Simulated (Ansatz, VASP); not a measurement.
One calculation of KHgF3, two programs

Contents of INCAR:

```
SYSTEM = KHgF3
PREC = Accurate
ENCUT = 520
EDIFF = 1E-6
ISMEAR = 0
SIGMA = 0.1
LREAL = .FALSE.
LASPH = .TRUE.
NELM = 60
ALGO = Fast
ISIF = 2
LWAVE = .FALSE.
LCHARG = .TRUE.
LELF = .TRUE.
LVHAR = .TRUE.
NBANDS = 29
```

KPOINTS

```
Automatic mesh
0
G
  4 4 4
  0 0 0
```

Contents of POSCAR:

```
KHgF3
1.0
    3.2019669250     -3.2080963350      0.0000000000
    3.2019669250      3.2080963350      0.0000000000
    0.0000000000      0.0000000000      4.5243897350
K Hg F
1 1 3
Direct
    0.0000000000      0.0000000000      0.5000000000
    0.5000000000      0.5000000000      0.0000000000
    0.0000000000      0.5000000000      0.0000000000
    0.5000000000      0.0000000000      0.0000000000
    0.5000000000      0.5000000000      0.5000000000
```

Input for Ansatz:

```yaml
crystal:
  lattice:
    - [3.201966925, -3.208096335, 0.0]
    - [3.201966925, 3.208096335, 0.0]
    - [0.0, 0.0, 4.524389735]
  atoms:
    - { symbol: K, position: [0.0, 0.0, 0.5] }
    - { symbol: Hg, position: [0.5, 0.5, 0.0] }
    - { symbol: F, position: [0.0, 0.5, 0.0] }
    - { symbol: F, position: [0.5, 0.0, 0.0] }
    - { symbol: F, position: [0.5, 0.5, 0.5] }
basis:
  ecutwfc: 420
kpoints:
  mp_grid: { grid: [4, 4, 4] }
hamiltonian:
  xc: lda
scf:
  occupations: { method: gaussian, width: 0.1 }
output:
  forces: true
  stress: true
  eigenvalues: true
```

The cell comes from a database or a generator and needn't be the stable form of this composition.

Alike in both runs: task single point; functional LDA; k mesh 4 × 4 × 4; occupations gaussian, width 0.1 eV; no spin polarisation.

|  | VASP | Ansatz |
| --- | --- | --- |
| version | VASP 6.6.1 | Ansatz 0.2.0 |
| potentials or method | VASP PAW LDA potentials, release 64 (K_sv, Hg, F) | scalar-relativistic, plane waves, PAW |
| plane-wave cutoff (eV) | 520 | 420 |
| valence electrons in the cell | 42 | 50 |

Ansatz gave:

```
gap on the k mesh at the Fermi level (eV)       : 0.30
least direct gap on the mesh (eV)               : 2.90
pressure (GPa)                                  : -3.7
largest component of the traceless stress (GPa) : 0.06
```

Q: Which values does VASP return?

A: gap on the k mesh at the Fermi level (eV): 0.32; least direct gap on the mesh (eV): 2.89; pressure (GPa): -3.2; largest component of the traceless stress (GPa): 0.07.

The two sets of potentials don't hold the same shells in valence.

Caveats: spin-orbit coupling is left out, which moves the levels of the heavy elements. A k mesh can miss the band edges.
